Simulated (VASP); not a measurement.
An input for Ansatz (written as the equivalent of a VASP run, and not itself run):

Ansatz 0.2 input:
```yaml
crystal:
  lattice:
    - [0.0000000, 3.0580211, 3.0580211]
    - [3.0580211, 0.0000000, 3.0580211]
    - [3.0580211, 3.0580211, 0.0000000]
  atoms:
    - { symbol: Al, position: [0.2500000, 0.2500000, 0.2500000] }
    - { symbol: Al, position: [0.7500000, 0.7500000, 0.7500000] }
    - { symbol: Au, position: [0.0000000, 0.0000000, 0.0000000] }
kpoints:
  mp_grid: { grid: [9, 9, 9] }
hamiltonian:
  xc: pbe
  pseudopotentials: { kind: paw }
scf:
  occupations: { method: methfessel_paxton, width: 0.1 }
  max_iter: 100
output: { forces: true, stress: true, eigenvalues: true }
```

Problem. Write the VASP files for the same calculation (PBE).

Solution. This is not unique; one that fits is 
### POSCAR
```
AuAl2
1
    0.0000000000     3.0580210924     3.0580210924
    3.0580210924     0.0000000000     3.0580210924
    3.0580210924     3.0580210924     0.0000000000
Al Au
2 1
Direct
  0.2500000000   0.2500000000   0.2500000000
  0.7500000000   0.7500000000   0.7500000000
  0.0000000000   0.0000000000   0.0000000000
```

INCAR:
```
SYSTEM=AuAl2
PREC=Accurate; ENCUT=520; LREAL=F
LASPH=T
EDIFF=1E-7; NELM=100; ALGO=Normal
LMAXMIX=6
ISMEAR=1; SIGMA=0.1
GGA=PE
ISIF=2
LWAVE=F; LCHARG=F
```

File KPOINTS:
```
Automatic mesh
0
Gamma
9 9 9
0 0 0
```

POTCAR, in this order: Al Au (PBE.64 set). Program: vasp_std.

Limits of the translation: each code has its own PAW files, so the cut-off isn't converted (ENCUT is set for VASP's; basis.ecutwfc is left out, and Ansatz then takes the one that its files recommend); Ansatz stops its SCF on the density residual and VASP on the energy change (EDIFF).

The compound is AuAl2 in the fluorite structure. This cell is one point of a volume scan, at 1.03 of the reference volume.
